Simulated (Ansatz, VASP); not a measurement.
**Zn3SeS2: VASP beside Ansatz**

One calculation is typed for both programs; each brings its own data sets. How far apart do they land? Of the first pair: The structure shown is the start of the Ansatz relaxation below; VASP solves that cell, so the two are compared at the walk's first step.

Main program and level: Ansatz 0.2.0; plane waves, with VASP 6.6.1 beside it; single point at LDA.

## (1) The starting structure

The cell holds 78 atoms: 39 Zn, 26 S and 13 Se. Cell: a = 11.334 Å, b = 11.241 Å, c = 11.347 Å, α = 87.1°, β = 86.1°, γ = 93.3°.

## (2) Ansatz: relaxation, LDA

Ansatz runs on its default PAW (the set named soft_2) files.

The two programs are compared at the cell with which this relaxation starts, whose forces are those of its first step.

input.yaml reads:

```yaml
crystal:
  lattice:
    - [11.32197, -0.3312, 0.3919]
    - [-0.3312, 11.2318, 0.29629]
    - [0.3919, 0.29629, 11.33678]
  atoms:
    - { symbol: Zn, position: [0.86069, 0.21018, 0.0133] }
    - { symbol: Zn, position: [0.39559, 0.89831, 0.22137] }
    - { symbol: Zn, position: [0.54948, 0.00036, 0.49119] }
    - { symbol: Zn, position: [0.60591, 0.37328, 0.92064] }
    - { symbol: Zn, position: [0.27796, 0.15914, 0.38709] }
    - { symbol: Zn, position: [0.92776, 0.77693, 0.15189] }
    - { symbol: Zn, position: [0.57712, 0.19756, 0.19916] }
    - { symbol: Zn, position: [0.33237, 0.53582, 0.81052] }
    - { symbol: Zn, position: [0.91046, 0.58146, 0.43537] }
    - { symbol: Zn, position: [0.99284, 0.13465, 0.56787] }
    - { symbol: Zn, position: [0.65972, 0.75217, 0.32708] }
    - { symbol: Zn, position: [0.41918, 0.08923, 0.93639] }
    - { symbol: Zn, position: [0.23297, 0.7999, 0.94938] }
    - { symbol: Zn, position: [0.17594, 0.61939, 0.23999] }
    - { symbol: Zn, position: [0.30207, 0.33403, 0.0668] }
    - { symbol: Zn, position: [0.71173, 0.10954, 0.76209] }
    - { symbol: Zn, position: [0.35693, 0.72167, 0.53536] }
    - { symbol: Zn, position: [0.30538, 0.55392, 0.41385] }
    - { symbol: Zn, position: [0.06803, 0.69193, 0.70677] }
    - { symbol: Zn, position: [0.01726, 0.32157, 0.28405] }
    - { symbol: Zn, position: [0.25555, 0.98133, 0.67234] }
    - { symbol: Zn, position: [0.75671, 0.48764, 0.17494] }
    - { symbol: Zn, position: [0.09082, 0.88537, 0.40772] }
    - { symbol: Zn, position: [0.64019, 0.56193, 0.6319] }
    - { symbol: Zn, position: [0.51278, 0.65751, 0.04958] }
    - { symbol: Zn, position: [0.83167, 0.03665, 0.3051] }
    - { symbol: Zn, position: [0.11096, 0.05373, 0.11615] }
    - { symbol: Zn, position: [0.1462, 0.23677, 0.82463] }
    - { symbol: Zn, position: [0.51092, 0.43399, 0.39665] }
    - { symbol: Zn, position: [0.6713, 0.93722, 0.04237] }
    - { symbol: Zn, position: [0.0429, 0.50067, 0.97602] }
    - { symbol: Zn, position: [0.80369, 0.85397, 0.59774] }
    - { symbol: Zn, position: [0.16853, 0.42666, 0.555] }
    - { symbol: Zn, position: [0.78283, 0.66106, 0.88246] }
    - { symbol: Zn, position: [0.52268, 0.82782, 0.77725] }
    - { symbol: Zn, position: [0.74436, 0.29428, 0.46734] }
    - { symbol: Zn, position: [0.44465, 0.25721, 0.67159] }
    - { symbol: Zn, position: [0.9713, 0.95668, 0.8508] }
    - { symbol: Zn, position: [0.88623, 0.3979, 0.72758] }
    - { symbol: S, position: [0.04658, 0.29816, 0.66708] }
    - { symbol: S, position: [0.66248, 0.54025, 0.01153] }
    - { symbol: S, position: [0.07497, 0.48625, 0.3785] }
    - { symbol: S, position: [0.36089, 0.42366, 0.28148] }
    - { symbol: S, position: [0.81567, 0.64547, 0.27523] }
    - { symbol: S, position: [0.42162, 0.88483, 0.61837] }
    - { symbol: S, position: [0.39752, 0.70397, 0.89635] }
    - { symbol: S, position: [0.57876, 0.98924, 0.87836] }
    - { symbol: S, position: [0.9427, 0.56298, 0.82095] }
    - { symbol: S, position: [0.68588, 0.72859, 0.72479] }
    - { symbol: S, position: [0.47763, 0.25055, 0.03709] }
    - { symbol: S, position: [0.73624, 0.09423, 0.14189] }
    - { symbol: S, position: [0.02372, 0.11649, 0.95199] }
    - { symbol: S, position: [0.13189, 0.85753, 0.79367] }
    - { symbol: S, position: [0.31151, 0.13739, 0.78059] }
    - { symbol: S, position: [0.99213, 0.93621, 0.24707] }
    - { symbol: S, position: [0.71338, 0.90982, 0.43153] }
    - { symbol: S, position: [0.76548, 0.27544, 0.85508] }
    - { symbol: S, position: [0.89974, 0.193, 0.40651] }
    - { symbol: S, position: [0.2028, 0.40188, 0.91476] }
    - { symbol: S, position: [0.65489, 0.34941, 0.30228] }
    - { symbol: S, position: [0.23052, 0.59324, 0.65423] }
    - { symbol: S, position: [0.55943, 0.80514, 0.16675] }
    - { symbol: S, position: [0.7943, 0.45834, 0.56486] }
    - { symbol: S, position: [0.15644, 0.03853, 0.51252] }
    - { symbol: S, position: [0.87049, 0.01378, 0.694] }
    - { symbol: Se, position: [0.61231, 0.16684, 0.5943] }
    - { symbol: Se, position: [0.28835, 0.96062, 0.06104] }
    - { symbol: Se, position: [0.92048, 0.3798, 0.11402] }
    - { symbol: Se, position: [0.45106, 0.06603, 0.3262] }
    - { symbol: Se, position: [0.08963, 0.67873, 0.07074] }
    - { symbol: Se, position: [0.53684, 0.62541, 0.46686] }
    - { symbol: Se, position: [0.34271, 0.31591, 0.50734] }
    - { symbol: Se, position: [0.34184, 0.53989, 0.12474] }
    - { symbol: Se, position: [0.18117, 0.21863, 0.21554] }
    - { symbol: Se, position: [0.26059, 0.77718, 0.35157] }
    - { symbol: Se, position: [0.83725, 0.83412, 0.97965] }
    - { symbol: Se, position: [0.50415, 0.43588, 0.75583] }
    - { symbol: Se, position: [0.97069, 0.75029, 0.5367] }
kpoints:
  mp_grid: { grid: [1, 1, 1] }
hamiltonian:
  xc: lda
scf:
  occupations: { method: gaussian, width: 0.025 }
output:
  forces: true
  eigenvalues: true
  stress: true
relax:
  f_tol: 0.05
  max_steps: 70
```

Command:

```sh
ansatz run input.yaml --threads 4 --pin off --max-ram 8192MiB --backend cpu --events-out ev --progress --plain --runs-dir out
```

Numbers of over 12 decimals in the logs are rounded to 6 here.

Output:

```text
Warning: output.stress: scf.convergence.dr2_threshold = 1e-7 eV (the SCF's general default) is looser than the 7.8e-9 eV advised for a printed stress (1e-10 eV for each atom of the cell: 78). What an SCF threshold leaves in a stress goes as its square root, and in the free energy as the threshold itself, and one threshold admits the most on a small cell: [figures from the program's tests cut] Every solve of this run  [...]
Engine: ansatz 0.2.0, x86_64-unknown-linux-gnu
Pseudopotentials: kind: paw
Pseudopotential: Zn, paw, valence charge 12, recommended cutoff 420 eV (normal), Zn.paw.azcp
Pseudopotential: S, paw, valence charge 6, recommended cutoff 420 eV (normal), S.paw.azcp
Pseudopotential: Se, paw, valence charge 16, recommended cutoff 420 eV (normal), Se.paw.azcp
Functional definition: SPW92
  exchange = slater_x
  correlation = pw_c
Crystal: 78 atoms, lattice volume = 1437.615 Å³
Basis set: ecut = 420 eV, 28081 PW (Γ)
Bands: 500, of which v1, the nominal top of the filled ones, is band 416 counted from 1 (415 counted from 0)
Symmetry: 1 space group operations
Space group: P1 (ITA 1), of the structure as read, at distance tolerance 1.1e-4 Å
k-points: 1
Non-local potential: Zn, projectors of the file, l = 0: 2, l = 1: 2, l = 2: 3, l = 3: 1
Non-local potential: S, projectors of the file, l = 0: 2, l = 1: 2, l = 2: 2
Non-local potential: Se, projectors of the file, l = 0: 2, l = 1: 2, l = 2: 3, l = 3: 1
PAW form: soft (Blöchl's): semilocal exchange-correlation on the pseudo side does not see the compensation charge
PAW frozen core: Zn, regenerated for the run's functional, and the local potential with it (the file was generated under x = pbe(κ = 0.804, μ = 0.219515), c = pbe(β = 0.066725))
PAW frozen core: S, regenerated for the run's functional, and the local potential with it (the file was generated under x = pbe(κ = 0.804, μ = 0.219515), c = pbe(β = 0.066725))
PAW frozen core: Se, regenerated for the run's functional, and the local potential with it (the file was generated under x = pbe(κ = 0.804, μ = 0.219515), c = pbe(β = 0.066725))
PAW one-centre angular grid: Zn, 590 points (default); XC on 64 Gauss nodes
PAW one-centre angular grid: S, 110 points (default); XC on 64 Gauss nodes
PAW one-centre angular grid: Se, 590 points (default); XC on 64 Gauss nodes
Initial density: superposition of atomic densities (neutral atoms: chi_scale 0, normalization atom), corrected by the library's trained network
Initial wavefunctions: pseudopotential atomic-orbital guess
Functional: x = slater, c = lda
SCF iter   1: F=—  HF=-219246.665266 eV  |F-HF|=—  |Δ(HF+E_count)|=         —  Δρ=7.48e-3  dr2=7.59e-1  ethr=1.77e-3  ⟨swp⟩=6.0  Hψ=2064  notcnv=0  defer=41
preconditioner: auto → Resta (q_TF=auto, 2.491 Å⁻¹)  ε∞=6.6  [insulator: Δε(μ)=0.776 eV  Ē_g=10.961 eV  σ=0.025 eV  W_gap=1.00  n_scr=378 (ndim 8)  ℏωp=25.9 eV  f_vac=0.028  D(μ)=0.00/eV (n_scr^D=0)  ε∞_Penn≈6.6]
SCF iter   2: F=—  HF=-219246.481110 eV  |F-HF|=—  |Δ(HF+E_count)|=   1.84e-1  Δρ=3.41e-3  dr2=1.83e-1  ethr=9.12e-5  ⟨swp⟩=3.0  Hψ=891  notcnv=0  defer=80
SCF iter   3: F=—  HF=-219246.444636 eV  |F-HF|=—  |Δ(HF+E_count)|=   3.65e-2  Δρ=2.41e-3  dr2=4.49e-2  ethr=2.20e-5  ⟨swp⟩=4.0  Hψ=774  notcnv=0  defer=80
SCF iter   4: F=—  HF=-219246.422258 eV  |F-HF|=—  |Δ(HF+E_count)|=   2.24e-2  Δρ=5.11e-4  dr2=4.38e-3  ethr=5.40e-6  ⟨swp⟩=2.0  Hψ=816  notcnv=0  defer=80
SCF iter   5: F=—  HF=-219246.421609 eV  |F-HF|=—  |Δ(HF+E_count)|=   6.49e-4  Δρ=1.28e-4  dr2=3.44e-4  ethr=5.26e-7  ⟨swp⟩=2.0  Hψ=829  notcnv=0  defer=80
SCF iter   6: F=—  HF=-219246.421640 eV  |F-HF|=—  |Δ(HF+E_count)|=   3.11e-5  Δρ=8.55e-5  dr2=1.16e-4  ethr=4.14e-8  ⟨swp⟩=2.0  Hψ=831  notcnv=0  defer=80
SCF iter   7: F=-219246.421590 eV  HF=-219246.421617 eV  |F-HF|=2.60e-5  |Δ(HF+E_count)|=   2.32e-5  Δρ=4.77e-5  dr2=2.20e-5  ethr=7.51e-9  ⟨swp⟩=11.0  Hψ=2926  notcnv=0
SCF 1 converged in 7 iterations: F = -219246.421590 eV  dr2 = 2.20e-5
[...]
--- Relaxed structure (8 steps of the walk, 7 accepted, 0 SCFs on fresh bases) ---
  F+E_penalty+E_count = -219246.55407583 eV   max|allowed force component| = 2.033e-2 eV/Å
  atoms:
    - { symbol: Zn, position: [0.859782, 0.209693, 0.013276] }
    - { symbol: Zn, position: [0.393972, 0.902146, 0.223173] }
    - { symbol: Zn, position: [0.546180, 0.00021268, 0.491684] }
    - { symbol: Zn, position: [0.605929, 0.374377, 0.920234] }
    - { symbol: Zn, position: [0.277424, 0.164410, 0.386340] }
    - { symbol: Zn, position: [0.929732, 0.775484, 0.152408] }
    - { symbol: Zn, position: [0.575410, 0.203815, 0.199033] }
    - { symbol: Zn, position: [0.330949, 0.537311, 0.809939] }
    - { symbol: Zn, position: [0.909335, 0.581832, 0.436199] }
    - { symbol: Zn, position: [0.992667, 0.136474, 0.570483] }
    - { symbol: Zn, position: [0.658944, 0.752873, 0.326914] }
    - { symbol: Zn, position: [0.419747, 0.086637, 0.934751] }
    - { symbol: Zn, position: [0.232232, 0.798947, 0.951112] }
    - { symbol: Zn, position: [0.183404, 0.621261, 0.251494] }
    - { symbol: Zn, position: [0.301062, 0.328640, 0.064802] }
    - { symbol: Zn, position: [0.712152, 0.109189, 0.763821] }
    - { symbol: Zn, position: [0.349363, 0.716134, 0.524741] }
    - { symbol: Zn, position: [0.318328, 0.539536, 0.398587] }
    - { symbol: Zn, position: [0.066954, 0.692316, 0.706091] }
    - { symbol: Zn, position: [0.013818, 0.322017, 0.284645] }
    - { symbol: Zn, position: [0.257149, 0.978802, 0.671018] }
    - { symbol: Zn, position: [0.756281, 0.488872, 0.175912] }
    - { symbol: Zn, position: [0.087211, 0.894759, 0.407928] }
    - { symbol: Zn, position: [0.640490, 0.562794, 0.633063] }
[...]
- { symbol: Zn, position: [0.802457, 0.853940, 0.597577] }
    - { symbol: Zn, position: [0.170929, 0.432359, 0.549698] }
    - { symbol: Zn, position: [0.782425, 0.660943, 0.884371] }
    - { symbol: Zn, position: [0.520813, 0.827889, 0.772815] }
    - { symbol: Zn, position: [0.747203, 0.293064, 0.472443] }
    - { symbol: Zn, position: [0.444479, 0.255607, 0.676157] }
    - { symbol: Zn, position: [0.971393, 0.955360, 0.850964] }
    - { symbol: Zn, position: [0.888787, 0.399045, 0.729253] }
    - { symbol: S, position: [0.048329, 0.301216, 0.664796] }
    - { symbol: S, position: [0.661208, 0.540245, 0.013357] }
    - { symbol: S, position: [0.071448, 0.484320, 0.379979] }
    - { symbol: S, position: [0.382816, 0.403849, 0.263364] }
    - { symbol: S, position: [0.815547, 0.646280, 0.276110] }
    - { symbol: S, position: [0.419404, 0.880207, 0.614135] }
    - { symbol: S, position: [0.397215, 0.705378, 0.895237] }
    - { symbol: S, position: [0.578865, 0.986570, 0.877252] }
    - { symbol: S, position: [0.943237, 0.564246, 0.823406] }
    - { symbol: S, position: [0.686081, 0.729202, 0.726722] }
    - { symbol: S, position: [0.478443, 0.247840, 0.033380] }
    - { symbol: S, position: [0.732943, 0.095740, 0.141345] }
    - { symbol: S, position: [0.022899, 0.116843, 0.950981] }
    - { symbol: S, position: [0.132005, 0.856793, 0.794437] }
    - { symbol: S, position: [0.309492, 0.134146, 0.781637] }
    - { symbol: S, position: [0.987531, 0.937705, 0.246773] }
    - { symbol: S, position: [0.711642, 0.910755, 0.432022] }
    - { symbol: S, position: [0.765690, 0.276544, 0.854806] }
    - { symbol: S, position: [0.900116, 0.190346, 0.407674] }
    - { symbol: S, position: [0.202513, 0.400782, 0.913174] }
    - { symbol: S, position: [0.661671, 0.348279, 0.305263] }
    - { symbol: S, position: [0.228802, 0.593625, 0.653906] }
    - { symbol: S, position: [0.556475, 0.805166, 0.168393] }
    - { symbol: S, position: [0.794769, 0.458949, 0.567740] }
    - { symbol: S, position: [0.157240, 0.043641, 0.515095] }
    - { symbol: S, position: [0.870446, 0.013440, 0.694586] }
    - { symbol: Se, position: [0.611866, 0.165723, 0.595918] }
    - { symbol: Se, position: [0.287192, 0.961423, 0.061527] }
    - { symbol: Se, position: [0.919439, 0.380003, 0.113391] }
    - { symbol: Se, position: [0.450975, 0.070841, 0.326044] }
    - { symbol: Se, position: [0.093995, 0.676302, 0.077480] }
    - { symbol: Se, position: [0.538335, 0.627856, 0.468075] }
    - { symbol: Se, position: [0.346272, 0.316840, 0.510302] }
    - { symbol: Se, position: [0.342082, 0.537399, 0.125623] }
    - { symbol: Se, position: [0.177201, 0.217760, 0.215114] }
    - { symbol: Se, position: [0.254663, 0.790170, 0.352979] }
    - { symbol: Se, position: [0.837131, 0.834176, 0.981472] }
    - { symbol: Se, position: [0.503203, 0.437125, 0.756270] }
    - { symbol: Se, position: [0.970635, 0.752454, 0.535704] }
```

## (3) VASP: single point, LDA, start cell, pair 1

The same cell, functional (in two slightly different forms), mesh and smearing now go to VASP, with its own data sets.

Lines of VASP's logs that name or quote its potential files are left out, and so is its time.

INCAR reads:

```
SYSTEM = Zn3SeS2
PREC = Accurate
ENCUT = 400
EDIFF = 1E-06
NELM = 120
ISMEAR = 0
SIGMA = 0.025
LREAL = Auto
ALGO = Normal
GGA = PW92
NBANDS = 408
LORBIT = 11
LWAVE = .FALSE.
LCHARG = .FALSE.
ISIF = 2
LASPH = .TRUE.
GGA_COMPAT = .FALSE.
EFERMI = MIDGAP
NCORE = 2
```

POSCAR reads:

```
Zn3SeS2
1.0
   11.3219700000     -0.3312000000      0.3919000000
   -0.3312000000     11.2318000000      0.2962900000
    0.3919000000      0.2962900000     11.3367800000
Zn S Se
39 26 13
Direct
    0.8606893015      0.2101816755      0.0133037012
    0.3955906661      0.8983092918      0.2213686742
    0.5494821866      0.0003608345      0.4911933564
    0.6059133835      0.3732797401      0.9206356206
    0.2779559649      0.1591436018      0.3870866683
    0.9277622252      0.7769344346      0.1518872273
    0.5771241209      0.1975583171      0.1991562422
    0.3323733570      0.5358208968      0.8105197867
    0.9104561819      0.5814603942      0.4353715360
    0.9928438724      0.1346512503      0.5678692422
    0.6597205603      0.7521670535      0.3270766422
    0.4191832107      0.0892278629      0.9363932948
    0.2329686340      0.7998956328      0.9493787932
    0.1759401694      0.6193899753      0.2399914254
    0.3020722913      0.3340297587      0.0667957032
    0.7117328076      0.1095396152      0.7620873317
    0.3569263432      0.7216733927      0.5353633004
    0.3053771952      0.5539202940      0.4138478151
    0.0680343754      0.6919303528      0.7067725830
    0.0172571110      0.3215738521      0.2840540102
    0.2555497462      0.9813324600      0.6723417990
    0.7567099719      0.4876412701      0.1749405149
    0.0908187013      0.8853678372      0.4077244610
    0.6401862910      0.5619316511      0.6319004394
    0.5127764202      0.6575119543      0.0495756912
    0.8316725365      0.0366506701      0.3050961830
    0.1109589310      0.0537255591      0.1161526332
    0.1461977685      0.2367733586      0.8246302315
    0.5109171512      0.4339901889      0.3966544835
    0.6712968827      0.9372211024      0.0423691305
    0.0429005658      0.5006698111      0.9760217460
    0.8036923420      0.8539663678      0.5977368597
    0.1685311771      0.4266614383      0.5550021359
    0.7828326641      0.6610614899      0.8824588613
    0.5226803254      0.8278210968      0.7772477253
    0.7443594524      0.2942773768      0.4673367646
    0.4446480205      0.2572056918      0.6715870791
    0.9712995577      0.9566776379      0.8507965830
    0.8862280105      0.3979010127      0.7275781264
    0.0465840700      0.2981606235      0.6670766912
    0.6624830423      0.5402516477      0.0115289999
    0.0749704627      0.4862519875      0.3784979045
    0.3608916427      0.4236568076      0.2814768647
    0.8156724041      0.6454712160      0.2752272972
    0.4216242523      0.8848293030      0.6183677712
    0.3975170183      0.7039724554      0.8963509111
    0.5787602715      0.9892391162      0.8783607155
    0.9427006141      0.5629803441      0.8209518208
    0.6858756275      0.7285931716      0.7247940307
    0.4776329444      0.2505477879      0.0370899713
    0.7362415018      0.0942327458      0.1418874438
    0.0237235276      0.1164900071      0.9519888297
    0.1318919135      0.8575319066      0.7936674638
    0.3115083044      0.1373857777      0.7805932428
    0.9921280792      0.9362068393      0.2470715919
    0.7133843285      0.9098198896      0.4315294243
    0.7654779071      0.2754387932      0.8550840228
    0.8997383738      0.1930010028      0.4065094554
    0.2028010640      0.4018797559      0.9147614499
    0.6548913930      0.3494129595      0.3022834083
    0.2305240246      0.5932359075      0.6542323100
    0.5594267833      0.8051403922      0.1667497823
    0.7942993760      0.4583423054      0.5648616126
    0.1564394472      0.0385296137      0.5125243183
    0.8704919671      0.0137805589      0.6940040431
    0.6123097658      0.1668399578      0.5942959810
    0.2883541855      0.9606223437      0.0610377197
    0.9204763883      0.3798036323      0.1140212022
    0.4510638463      0.0660305904      0.3262005503
    0.0896284816      0.6787269286      0.0707409508
    0.5368387712      0.6254095067      0.4668618693
    0.3427057826      0.3159141600      0.5073390678
    0.3418421001      0.5398919523      0.1247415487
    0.1811735495      0.2186330420      0.2155390950
    0.2605925440      0.7771809294      0.3515727433
    0.8372514714      0.8341172501      0.9796468264
    0.5041484907      0.4358810829      0.7558298741
    0.9706933687      0.7502870369      0.5367029018
```

KPOINTS reads:

```
Automatic mesh
0
Gamma
1 1 1
0 0 0
```

PAW data sets: Zn, S and Se (LDA family, release 64).

Command:

```sh
mpirun -np 8 vasp_gam
```

Output:

```text
[banner, memory and clock lines left out]
running    8 mpi-ranks, on    1 nodes
[...]
|                                                                             |
|               ----> ADVICE to this user running VASP <----                  |
|                                                                             |
|     You enforced a specific xc type in the INCAR file but a different       |
|     [... a line on the potential file left out ...]
|     I HOPE YOU KNOW WHAT YOU ARE DOING!                                     |
|                                                                             |

 LDA part: xc-table for (Slater(with rela. corr.)+PW92), standard interpolation
 POSCAR, INCAR and KPOINTS ok, starting setup
[...]
entering main loop
       N       E                     dE             d eps       ncg     rms          rms(c)
DAV:   1     0.919444336732E+04    0.91944E+04   -0.27915E+05   816   0.205E+03
DAV:   2     0.187940043451E+04   -0.73150E+04   -0.71456E+04   816   0.574E+02
DAV:   3    -0.635216818071E+02   -0.19429E+04   -0.18137E+04   880   0.231E+02
DAV:   4    -0.307770913657E+03   -0.24425E+03   -0.24066E+03   928   0.851E+01
[...]
DAV:  18    -0.300894358098E+03   -0.62694E-05   -0.74845E-05   904   0.262E-02    0.298E-02
DAV:  19    -0.300894356624E+03    0.14741E-05   -0.19508E-06   592   0.148E-02    0.217E-02
DAV:  20    -0.300894355875E+03    0.74886E-06   -0.27498E-06   624   0.111E-02
   1 F= -.30089436E+03 E0= -.30089436E+03  d E =-.176857E-97
```

Parts of OUTCAR (step 3):

```text
  FREE ENERGIE OF THE ION-ELECTRON SYSTEM (eV)
  ---------------------------------------------------
  free  energy   TOTEN  =      -300.8943558749 eV

  energy  without entropy=     -300.8943558749  energy(sigma->0) =     -300.89435587
```

The run ends at a pressure of 5.62 GPa, with forces up to 0.67 eV/Å.

(Part 1 of 3 ends here.)

[Lines on the potential files, build, host, timing and source positions are cut from VASP's logs without a mark.]

[Logs are printed without paths, hosts, clocks, repeated set-up lines and the standing remarks that a program may print on its own settings, such as how far it seeks lower states.]

[Hosts, paths, dates, database ids (printed as entryN), source tags and the programs' standing remarks are cut or masked in the printed files.]
